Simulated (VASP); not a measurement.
Consider the following.

```
CrTiN2
1.0
    1.48990     0.86020     4.60990
   -1.48990     0.86020     4.60990
    0.00000    -1.72039     4.60990
Ti Cr N
1 1 2
Direct
  0.50000   0.50000   0.50000
  0.00000   0.00000   0.00000
  0.25267   0.25267   0.25267
  0.74733   0.74733   0.74733
```

Computed with PBEsol GGA, VASP's PBE PAW potentials (set 64) (plane waves; VASP). Run with 520 eV cut-off, 13×13×13 Γ-centred mesh, tetrahedra with Blöchl corrections, potentials Ti_sv Cr_pv N.

The run has a spin-polarised start.

### Question
The job: TiCrN₂ (space group R-3m), 4 atoms, PBEsol, static run, 520 eV, 13×13×13 Γ-centred mesh. Roughly how much core time does it take on a busy server core?

### Answer
About 10 core-minutes (one run on a shared machine, a rough figure). It had 231 irreducible k-points, 22 bands, up to 978 plane waves and 24 electronic steps.

The structure comes from a computed database's TiCrN2 entry (R-3m); how it stands against other phases isn't given here. It was relaxed first.
